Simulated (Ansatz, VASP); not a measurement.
## Cross-check of LiF (Griceite) between VASP and Ansatz

Wanted: the spread between two codes on one cell, functional and k mesh. The cell is taken from a series of runs on this material, whose earlier steps may have relaxed, scaled, displaced or heated it; both programs get it as it stands.

Main program and level: Ansatz 0.2.0; plane waves, with VASP 6.6.1 beside it; zone-centre phonons at PBE.

### 1. Starting point

It takes space group Fm-3m (No. 225, cubic). The conventional cell has a = 4.121 Å, b = 4.121 Å, c = 4.121 Å, α = 90.00°, β = 90.00°, γ = 90.00°. Nearest to Li lie 6 F at 2.06 Å. Nearest to F lie 6 Li at 2.06 Å. Farther neighbours and most contacts between anions are not listed.

Coordinates:

```xyz
2
Lattice="0.0000 2.0604 2.0604 2.0604 0.0000 2.0604 2.0604 2.0604 0.0000" Properties=species:S:1:pos:R:3 pbc="T T T"
Li    0.0000    0.0000    0.0000
F     2.0604    2.0604    2.0604
```

### 2. VASP: zone-centre phonons, PBE

Second derivatives magnify differences that forces hide, and they need a tight electronic threshold.

Lines of VASP's logs that name or quote its potential files are left out, and so is its time.

Contents of INCAR:

```
SYSTEM = LiF
PREC = Accurate
ENCUT = 750
EDIFF = 1E-08
NELM = 120
ISMEAR = 0
SIGMA = 0.01
LREAL = .FALSE.
ALGO = Normal
GGA = PE
NBANDS = 11
LORBIT = 11
LWAVE = .FALSE.
LCHARG = .FALSE.
ISIF = 2
IBRION = 8
LEPSILON = .TRUE.
LASPH = .TRUE.
GGA_COMPAT = .FALSE.
EFERMI = MIDGAP
KPAR = 2
```

Contents of POSCAR:

```
LiF
1.0
    0.0000000000      2.0603698645      2.0603698645
    2.0603698645      0.0000000000      2.0603698645
    2.0603698645      2.0603698645      0.0000000000
Li F
1 1
Direct
    0.0000000000      0.0000000000      0.0000000000
    0.5000000000      0.5000000000      0.5000000000
```

Contents of KPOINTS:

```
Automatic mesh
0
Gamma
12 12 12
0 0 0
```

Potentials, in the order of the species: Li_sv and F (PBE family, release 64).

Command:

```bash
$ mpirun -np 2 vasp_std
```

Numbers of over 12 decimals in the logs are rounded to 6 here.

The log of the run:

```text
[banner, memory and clock lines left out]
running    2 mpi-ranks, on    1 nodes
 distrk:  each k-point on    1 cores,    2 groups
 distr:  one band on    1 cores,    1 groups

 POSCAR found type information on POSCAR LiF
 POSCAR found :  2 types and       2 ions
 LDA part: xc-table for (Slater+PW92), standard interpolation
 POSCAR, INCAR and KPOINTS ok, starting setup
 FFT: planning ... GRIDC
 FFT: planning ... GRID_SOFT
 FFT: planning ... GRID
 WAVECAR not read
 entering main loop
       N       E                     dE             d eps       ncg     rms          rms(c)
DAV:   1     0.448459248191E+02    0.44846E+02   -0.66277E+03  1616   0.120E+03
DAV:   2    -0.835445677180E+01   -0.53200E+02   -0.51081E+02  1846   0.226E+02
DAV:   3    -0.101297266026E+02   -0.17753E+01   -0.17691E+01  2037   0.366E+01
DAV:   4    -0.101522494105E+02   -0.22523E-01   -0.22521E-01  1999   0.464E+00
DAV:   5    -0.101523886668E+02   -0.13926E-03   -0.13925E-03  2099   0.276E-01    0.454E+00
DAV:   6    -0.962961530224E+01    0.52277E+00   -0.27034E+00  1797   0.107E+01    0.147E+00
DAV:   7    -0.963270995811E+01   -0.30947E-02   -0.20364E-02  2090   0.135E+00    0.889E-01
DAV:   8    -0.963903062498E+01   -0.63207E-02   -0.17793E-02  2064   0.156E+00    0.125E-01
DAV:   9    -0.963905462787E+01   -0.24003E-04   -0.11126E-03  1923   0.327E-01    0.476E-02
DAV:  10    -0.963917571047E+01   -0.12108E-03   -0.17928E-04  1775   0.111E-01    0.147E-02
DAV:  11    -0.963917471557E+01    0.99490E-06   -0.67282E-06  2221   0.272E-02    0.138E-03
DAV:  12    -0.963917484526E+01   -0.12969E-06   -0.63535E-07  1819   0.805E-03    0.110E-03
DAV:  13    -0.963917482252E+01    0.22744E-07   -0.68389E-08  1932   0.233E-03    0.280E-04
DAV:  14    -0.963917481088E+01    0.11635E-07   -0.37448E-09  1203   0.637E-04    0.554E-05
DAV:  15    -0.963917480529E+01    0.55898E-08   -0.14058E-09  1092   0.320E-04
   1 F= -.96391748E+01 E0= -.96391748E+01  d E =0.000000E+00
 Linear response reoptimize wavefunctions to high precision
DAV:   1    -0.963917480303E+01    0.22667E-08   -0.15396E-10  1223   0.116E-04
DAV:   2    -0.963917480305E+01   -0.22965E-10   -0.15598E-11  1068   0.349E-05
 Linear response G [H, r] |phi>, progress :
  Direction:   1
       N       E                     dE             d eps       ncg     rms
RMM:   1    -0.336076934079E+02   -0.33608E+02    0.18444E+02  2232   0.176E+02
RMM:   2    -0.340004667454E+02   -0.39277E+00   -0.99232E+00  3261   0.239E+01
RMM:   3    -0.341239581310E+02   -0.12349E+00   -0.54119E-01  3500   0.536E+00
RMM:   4    -0.341546353271E+02   -0.30677E-01   -0.82216E-02  3602   0.206E+00
RMM:   5    -0.341594498972E+02   -0.48146E-02   -0.10936E-02  3537   0.792E-01
RMM:   6    -0.341602381540E+02   -0.78826E-03   -0.18254E-03  3495   0.318E-01
RMM:   7    -0.341603714335E+02   -0.13328E-03   -0.31932E-04  3489   0.128E-01
RMM:   8    -0.341603980092E+02   -0.26576E-04   -0.68682E-05  3530   0.512E-02
RMM:   9    -0.341604042530E+02   -0.62438E-05   -0.59948E-05  3548   0.222E-02
RMM:  10    -0.341604047779E+02   -0.52493E-06   -0.37637E-04  3555   0.103E-02
RMM:  11    -0.341604053209E+02   -0.54301E-06    0.13955E-04  3541   0.536E-03
RMM:  12    -0.341604055694E+02   -0.24851E-06    0.60191E-04  3486   0.323E-03
RMM:  13    -0.341604054010E+02    0.16845E-06    0.10081E-04  3373   0.229E-03
RMM:  14    -0.341604054586E+02   -0.57657E-07    0.79873E-04  3144   0.184E-03
RMM:  15    -0.341604054150E+02    0.43673E-07    0.38547E-04  2811   0.162E-03
RMM:  16    -0.341604054702E+02   -0.55183E-07    0.49887E-04  2582   0.151E-03
RMM:  17    -0.341604056699E+02   -0.19978E-06    0.41827E-04  2452   0.147E-03
RMM:  18    -0.341604057476E+02   -0.77697E-07    0.41585E-04  2336   0.145E-03
RMM:  19    -0.341604055878E+02    0.15979E-06    0.55676E-04  2216   0.144E-03
 Linear response G [H, r] |phi>, progress :
  Direction:   2
       N       E                     dE             d eps       ncg     rms
RMM:   1    -0.363783438024E+02   -0.36378E+02    0.10619E+01  2258   0.136E+02
RMM:   2    -0.359750739063E+02    0.40327E+00   -0.67680E+00  3186   0.208E+01
RMM:   3    -0.360339591225E+02   -0.58885E-01   -0.34406E-01  3490   0.477E+00
RMM:   4    -0.360527205884E+02   -0.18761E-01   -0.54339E-02  3576   0.181E+00
RMM:   5    -0.360563271607E+02   -0.36066E-02   -0.87970E-03  3561   0.728E-01
RMM:   6    -0.360570287872E+02   -0.70163E-03   -0.17217E-03  3518   0.307E-01
RMM:   7    -0.360571736167E+02   -0.14483E-03   -0.33180E-04  3535   0.129E-01
RMM:   8    -0.360572057732E+02   -0.32157E-04   -0.60563E-05  3583   0.534E-02
RMM:   9    -0.360572138726E+02   -0.80993E-05   -0.58724E-05  3578   0.241E-02
RMM:  10    -0.360572154574E+02   -0.15848E-05   -0.48386E-04  3588   0.119E-02
RMM:  11    -0.360572156224E+02   -0.16495E-06   -0.98318E-04  3591   0.636E-03
RMM:  12    -0.360572159886E+02   -0.36627E-06    0.13482E-04  3546   0.388E-03
[...]
RMM:  11    -0.606273944890E-01   -0.75223E-09   -0.21458E-06  2936   0.233E-04
RMM:  12    -0.606273943271E-01    0.16183E-09   -0.11515E-06  2634   0.133E-04
RMM:  13    -0.606273938612E-01    0.46598E-09   -0.54792E-07  2246   0.905E-05
RMM:  14    -0.606273937713E-01    0.89815E-10   -0.23373E-07  1891   0.740E-05
RMM:  15    -0.606273933972E-01    0.37416E-09   -0.12517E-07  1717   0.681E-05
[...]
change of polarisation eV/A/(eV/A) component  1 :     0.100     0.016     0.006
 dielectric tensor                  component  1 :     2.037     0.161     0.060
 Linear response to external field, progress :
  Direction:   2
       N       E                     dE             d eps       ncg     rms          rms(c)
RMM:   1    -0.484053649406E-01   -0.48405E-01   -0.11657E-01  7979   0.183E+00
RMM:   2    -0.503323567824E-01   -0.19270E-02   -0.48045E-03  7258   0.485E-01    0.358E-01
RMM:   3    -0.508722502568E-01   -0.53989E-03   -0.17306E-03  7215   0.322E-01    0.217E-01
RMM:   4    -0.547781314815E-01   -0.39059E-02   -0.11392E-03  6857   0.331E-01    0.231E-02
RMM:   5    -0.554097717493E-01   -0.63164E-03   -0.17924E-04  7717   0.975E-02    0.684E-03
RMM:   6    -0.554177934107E-01   -0.80217E-05   -0.32575E-05  7841   0.313E-02    0.116E-03
RMM:   7    -0.554460824257E-01   -0.28289E-04   -0.60210E-06  7940   0.125E-02    0.262E-04
RMM:   8    -0.554453705539E-01    0.71187E-06   -0.10821E-06  8137   0.513E-03    0.149E-04
RMM:   9    -0.554427234428E-01    0.26471E-05   -0.66165E-07  7923   0.231E-03    0.596E-05
RMM:  10    -0.554430088383E-01   -0.28540E-06   -0.26709E-06  7989   0.992E-04    0.130E-05
RMM:  11    -0.554428470263E-01    0.16181E-06   -0.45364E-06  7571   0.456E-04    0.712E-06
 change of polarisation eV/A/(eV/A) component  2 :     0.011     0.100    -0.002
 dielectric tensor                  component  2 :     0.109     2.037    -0.021
 Linear response to external field, progress :
  Direction:   3
       N       E                     dE             d eps       ncg     rms          rms(c)
RMM:   1    -0.484053573832E-01   -0.48405E-01   -0.11657E-01  7979   0.183E+00
RMM:   2    -0.503320929985E-01   -0.19267E-02   -0.48003E-03  7253   0.485E-01    0.358E-01
RMM:   3    -0.508722925307E-01   -0.54020E-03   -0.17317E-03  7217   0.322E-01    0.217E-01
RMM:   4    -0.547782270834E-01   -0.39059E-02   -0.11390E-03  6859   0.331E-01    0.231E-02
RMM:   5    -0.554098922503E-01   -0.63167E-03   -0.17917E-04  7713   0.974E-02    0.684E-03
RMM:   6    -0.554177856290E-01   -0.78934E-05   -0.32581E-05  7848   0.313E-02    0.116E-03
RMM:   7    -0.554460859114E-01   -0.28300E-04   -0.60284E-06  7951   0.125E-02    0.262E-04
RMM:   8    -0.554453878546E-01    0.69806E-06   -0.10348E-06  8124   0.513E-03    0.149E-04
RMM:   9    -0.554427113156E-01    0.26765E-05   -0.13386E-06  7909   0.231E-03    0.583E-05
RMM:  10    -0.554430341660E-01   -0.32285E-06   -0.16320E-06  8006   0.998E-04    0.131E-05
RMM:  11    -0.554428730830E-01    0.16108E-06   -0.45604E-06  7594   0.449E-04    0.858E-06
 change of polarisation eV/A/(eV/A) component  3 :    -0.000     0.007     0.100
 dielectric tensor                  component  3 :    -0.001     0.076     2.037
 Linear response DOF=           2
 Linear response progress:
  Degree of freedom:   1/  2
       N       E                     dE             d eps       ncg     rms          rms(c)
RMM:   1    -0.168769949508E+00   -0.16877E+00    0.10971E+00  4557   0.152E+01
RMM:   2    -0.172283212109E+00   -0.35133E-02   -0.12224E-02  6184   0.879E-01    0.929E-02
RMM:   3    -0.172242445456E+00    0.40767E-04   -0.11451E-03  7214   0.270E-01    0.490E-02
RMM:   4    -0.172138197992E+00    0.10425E-03   -0.27144E-04  7350   0.123E-01    0.871E-03
RMM:   5    -0.172148296055E+00   -0.10098E-04   -0.84359E-05  7611   0.537E-02    0.159E-03
RMM:   6    -0.172196411959E+00   -0.48116E-04   -0.38305E-05  7719   0.269E-02    0.897E-04
RMM:   7    -0.172217078371E+00   -0.20666E-04   -0.51108E-05  7959   0.114E-02    0.250E-04
RMM:   8    -0.172224788409E+00   -0.77100E-05   -0.95864E-05  7690   0.656E-03    0.130E-04
RMM:   9    -0.172225349038E+00   -0.56063E-06   -0.63483E-05  8277   0.417E-03    0.382E-05
RMM:  10    -0.172225769058E+00   -0.42002E-06   -0.50333E-05  7706   0.301E-03    0.122E-05
RMM:  11    -0.172225659486E+00    0.10957E-06   -0.37947E-05  8370   0.224E-03    0.812E-06
RMM:  12    -0.172225762688E+00   -0.10320E-06   -0.30094E-05  8562   0.173E-03    0.132E-05
RMM:  13    -0.172225598619E+00    0.16407E-06   -0.23820E-05  7662   0.139E-03    0.258E-05
RMM:  14    -0.172225565434E+00    0.33185E-07   -0.18580E-05  8459   0.112E-03    0.314E-05
RMM:  15    -0.172225634063E+00   -0.68629E-07   -0.14556E-05  8238   0.934E-04    0.333E-05
RMM:  16    -0.172225304942E+00    0.32912E-06   -0.12273E-05  7261   0.804E-04    0.463E-05
RMM:  17    -0.172225329260E+00   -0.24318E-07   -0.10455E-05  7849   0.677E-04    0.484E-05
RMM:  18    -0.172225296555E+00    0.32705E-07   -0.89439E-06  7390   0.582E-04    0.519E-05
RMM:  19    -0.172225334637E+00   -0.38082E-07   -0.77040E-06  7237   0.502E-04    0.525E-05
 first order change of Fermi-energy   0.13913E-03
 force on displaced ion       1 direction 1 :  -1.012   0.000   0.000
 Born effective charge ion    1 direction 1 :   1.058   0.000   0.000
 Linear response progress:
  Degree of freedom:   2/  2
       N       E                     dE             d eps       ncg     rms          rms(c)
RMM:   1    -0.526069490783E+00   -0.52607E+00    0.56901E-01  6796   0.482E+00
RMM:   2    -0.520952067131E+00    0.51174E-02   -0.77661E-03  6565   0.768E-01    0.900E-02
RMM:   3    -0.522724356493E+00   -0.17723E-02   -0.89328E-04  6959   0.225E-01    0.497E-02
RMM:   4    -0.524987525917E+00   -0.22632E-02   -0.27377E-04  6733   0.127E-01    0.122E-02
RMM:   5    -0.525286095884E+00   -0.29857E-03   -0.33263E-05  7361   0.440E-02    0.348E-03
RMM:   6    -0.525124334265E+00    0.16176E-03   -0.57938E-06  7262   0.167E-02    0.826E-04
RMM:   7    -0.525116250086E+00    0.80842E-05   -0.95744E-07  7544   0.652E-03    0.861E-05
RMM:   8    -0.525116078316E+00    0.17177E-06   -0.17678E-07  7867   0.267E-03    0.472E-05
RMM:   9    -0.525114716168E+00    0.13621E-05   -0.36903E-08  7815   0.120E-03    0.164E-05
RMM:  10    -0.525114109157E+00    0.60701E-06    0.97178E-09  7899   0.574E-04    0.488E-06
RMM:  11    -0.525114225050E+00   -0.11589E-06    0.64026E-08  8185   0.320E-04    0.283E-06
RMM:  12    -0.525114159681E+00    0.65369E-07    0.35529E-08  8120   0.215E-04    0.697E-07
RMM:  13    -0.525114154809E+00    0.48723E-08   -0.22034E-08  7960   0.168E-04    0.513E-07
 first order change of Fermi-energy   0.15446E-02
 force on displaced ion       2 direction 1 :  -0.999   0.000   0.000
 Born effective charge ion    2 direction 1 :  -1.058   0.000   0.000
 Born effective charges drift removed
 Linear response finished
```

Parts of OUTCAR (step 2):

```text
ion  position               nearest neighbor table
   1  0.000  0.000  0.000-   2 2.06   2 2.06   2 2.06   2 2.06   2 2.06   2 2.06
   2  0.500  0.500  0.500-   1 2.06   1 2.06   1 2.06   1 2.06   1 2.06   1 2.06

  LATTYP: Found a face centered cubic cell.
 ALAT       =     4.1207397290

 Subroutine GETGRP returns: Found 48 space group operations
 (whereof 48 operations were pure point group operations)

The static configuration has the point symmetry O_h .

 Found     72 irreducible k-points:

   k-points           NKPTS =     72   k-points in BZ     NKDIM =     72   number of bands    NBANDS=     11

   dimension x,y,z NGX =    28 NGY =   28 NGZ =   28
   dimension x,y,z NGXF=    56 NGYF=   56 NGZF=   56

   ENCUT  =  750.0 eV  55.12 Ry    7.42 a.u.   6.51  6.51  6.51*2*pi/ulx,y,z

   NELECT =      10.0000    total number of electrons

 k-points in reciprocal lattice and weights: Automatic mesh
   0.00000000  0.00000000  0.00000000       0.001
   0.08333333  0.00000000  0.00000000       0.005
   0.16666667  0.00000000  0.00000000       0.005
   0.25000000  0.00000000  0.00000000       0.005
   0.33333333  0.00000000  0.00000000       0.005
   0.41666667  0.00000000  0.00000000       0.005
   0.50000000  0.00000000  0.00000000       0.002
   0.08333333  0.08333333  0.00000000       0.003
   0.16666667  0.08333333  0.00000000       0.014
[...]
-0.33333333  0.50000000  0.16666667       0.007
  -0.25000000  0.50000000  0.25000000       0.003

 average (electrostatic) potential at core
       1 -61.5366       2 -77.1157

  Total       -0.3330674     -0.3330674     -0.3330674      0.0000000      0.0000000      0.0000000
  in kB      -30.5054258    -30.5054258    -30.5054258      0.0000000      0.0000000      0.0000000
  external PRESSURE =     -30.5054258 kB  Pullay stress =       0.0000000 kB

  energy-cutoff  :      750.00
  volume of cell :       17.49
      direct lattice vectors                 reciprocal lattice vectors
     0.000000000  2.060369865  2.060369865    -0.242674875  0.242674875  0.242674875
     2.060369865  0.000000000  2.060369865     0.242674875 -0.242674875  0.242674875
     2.060369865  2.060369865  0.000000000     0.242674875  0.242674875 -0.242674875

 POSITION                                       TOTAL-FORCE (eV/Angst)
 -----------------------------------------------------------------------------------
      0.00000      0.00000      0.00000         0.000000     -0.000000     -0.000000
      2.06037      2.06037      2.06037        -0.000000      0.000000      0.000000
 -----------------------------------------------------------------------------------
    total drift:                                0.000000      0.000000      0.000000

 MACROSCOPIC STATIC DIELECTRIC TENSOR (including local field effects in DFT)
 ------------------------------------------------------
           2.037225     0.000000     0.000000
           0.000000     2.037225     0.000000
          -0.000000     0.000000     2.037225
 ------------------------------------------------------

 PIEZOELECTRIC TENSOR (including local field effects)  for field in x, y, z        (C/m^2)
          XX          YY          ZZ          XY          YZ          ZX
  --------------------------------------------------------------------------------
  x     0.00000     0.00000     0.00000     0.00000     0.00000     0.00000
  y     0.00000     0.00000     0.00000     0.00000     0.00000     0.00000
  z     0.00000     0.00000     0.00000     0.00000     0.00000     0.00000

 BORN EFFECTIVE CHARGES (including local field effects) (in |e|, cummulative output)
 ---------------------------------------------------------------------------------
 ion    1
    1     1.05784     0.00000     0.00000
    2     0.00000     1.05784     0.00000
    3     0.00000     0.00000     1.05784
 ion    2
    1    -1.05784     0.00000     0.00000
    2     0.00000    -1.05784     0.00000
    3     0.00000     0.00000    -1.05784

 Eigenvectors and eigenvalues of the dynamical matrix
 ----------------------------------------------------

   1 f  =    6.938203 THz    43.594016 2PiTHz  231.433548 cm-1    28.694090 meV
             X         Y         Z           dx          dy          dz
      0.000000  0.000000  0.000000     0.856166    0.000000    0.000000
      2.060370  2.060370  2.060370    -0.516701    0.000000    0.000000

   2 f  =    6.938203 THz    43.594016 2PiTHz  231.433548 cm-1    28.694090 meV
             X         Y         Z           dx          dy          dz
      0.000000  0.000000  0.000000    -0.000000    0.856166    0.000000
      2.060370  2.060370  2.060370     0.000000   -0.516701    0.000000

   3 f  =    6.938203 THz    43.594016 2PiTHz  231.433548 cm-1    28.694090 meV
             X         Y         Z           dx          dy          dz
      0.000000  0.000000  0.000000    -0.000000    0.000000   -0.856166
      2.060370  2.060370  2.060370     0.000000   -0.000000    0.516701

   4 f/i=    0.019989 THz     0.125596 2PiTHz    0.666768 cm-1     0.082669 meV
             X         Y         Z           dx          dy          dz
      0.000000  0.000000  0.000000    -0.048250    0.511535   -0.054623
      2.060370  2.060370  2.060370    -0.079950    0.847606   -0.090510

   5 f/i=    0.019989 THz     0.125596 2PiTHz    0.666768 cm-1     0.082669 meV
             X         Y         Z           dx          dy          dz
      0.000000  0.000000  0.000000     0.512234    0.042693   -0.052663
      2.060370  2.060370  2.060370     0.848765    0.070741   -0.087261

   6 f/i=    0.019989 THz     0.125596 2PiTHz    0.666768 cm-1     0.082669 meV
             X         Y         Z           dx          dy          dz
      0.000000  0.000000  0.000000    -0.047623   -0.059069   -0.511099
      2.060370  2.060370  2.060370    -0.078910   -0.097876   -0.846885

 MACROSCOPIC STATIC DIELECTRIC TENSOR IONIC CONTRIBUTION
 ------------------------------------------------------
          11.511366     0.000000     0.000000
           0.000000    11.511366     0.000000
           0.000000     0.000000    11.511366
 ------------------------------------------------------

 ELASTIC MODULI CONTR FROM IONIC RELAXATION (kBar)
 Direction    XX          YY          ZZ          XY          YZ          ZX
 --------------------------------------------------------------------------------
 XX           0.0000      0.0000      0.0000      0.0000      0.0000      0.0000
 YY           0.0000      0.0000      0.0000      0.0000      0.0000      0.0000
 ZZ           0.0000      0.0000      0.0000      0.0000      0.0000      0.0000
 XY           0.0000      0.0000      0.0000      0.0000      0.0000      0.0000
 YZ           0.0000      0.0000      0.0000      0.0000      0.0000      0.0000
 ZX           0.0000      0.0000      0.0000      0.0000      0.0000      0.0000
 --------------------------------------------------------------------------------

 PIEZOELECTRIC TENSOR IONIC CONTR  for field in x, y, z        (C/m^2)
          XX          YY          ZZ          XY          YZ          ZX
  --------------------------------------------------------------------------------
  x     0.00000     0.00000     0.00000     0.00000     0.00000     0.00000
  y     0.00000     0.00000     0.00000     0.00000     0.00000     0.00000
  z     0.00000     0.00000     0.00000     0.00000     0.00000     0.00000
```

[end of part 1 of 2]

[Lines on the potential files, build, host, timing and source positions are cut from VASP's logs without a mark.]

[Logs are printed without paths, hosts, clocks, repeated set-up lines and the standing remarks that a program may print on its own settings, such as how far it seeks lower states.]

[Hosts, paths, dates, database ids (printed as entryN), source tags and the programs' standing remarks are cut or masked in the printed files.]
